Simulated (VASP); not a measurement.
An input for Ansatz (written as the equivalent of a VASP run, and not itself run):

Ansatz 0.2 input:
```yaml
crystal:
  lattice:
    - [0.0000000, 2.8162940, 2.8162940]
    - [2.8162940, 0.0000000, 2.8162940]
    - [2.8162940, 2.8162940, 0.0000000]
  atoms:
    - { symbol: Ca, position: [0.0000000, 0.0000000, 0.0000000] }
kpoints:
  mp_grid: { grid: [8, 8, 8], shift: [0.5, 0.5, 0.5] }
hamiltonian:
  xc: pbesol
  pseudopotentials: { kind: paw }
scf:
  occupations: { method: fermi_dirac, width: 0.136 }
  max_iter: 100
output: { forces: true, stress: true, eigenvalues: true }
```

Question: Translate this input to VASP (INCAR, KPOINTS, POSCAR, choice of POTCAR).

Answer: This is not unique; one that fits is 
**KPOINTS**
```
Automatic mesh
0
Gamma
8 8 8
0.5 0.5 0.5
```

**INCAR**
```
SYSTEM = Ca
PREC = Accurate
ENCUT = 300
EDIFF = 1E-6
NELM = 100
ALGO = Normal
LREAL = .FALSE.
LASPH = .TRUE.
ISMEAR = -1
SIGMA = 0.136
GGA = PS
LWAVE = .FALSE.
LCHARG = .FALSE.
ISIF = 2
```

### POSCAR
```
Ca
1
    0.0000000000     2.8162940000     2.8162940000
    2.8162940000     0.0000000000     2.8162940000
    2.8162940000     2.8162940000     0.0000000000
Ca
1
Direct
  0.0000000000   0.0000000000   0.0000000000
```

POTCAR, in this order: Ca_sv (PBE.64 set). Program: vasp_std.

The two are equivalent in intent, not identical: each code has its own PAW files, so the cut-off isn't converted (ENCUT is set for VASP's; basis.ecutwfc is left out, and Ansatz then takes the one that its files recommend); Ansatz stops its SCF on the density residual and VASP on the energy change (EDIFF).

The structure comes from a computed database's Ca entry; how it stands against other phases isn't given here. The cell was not relaxed at this level.
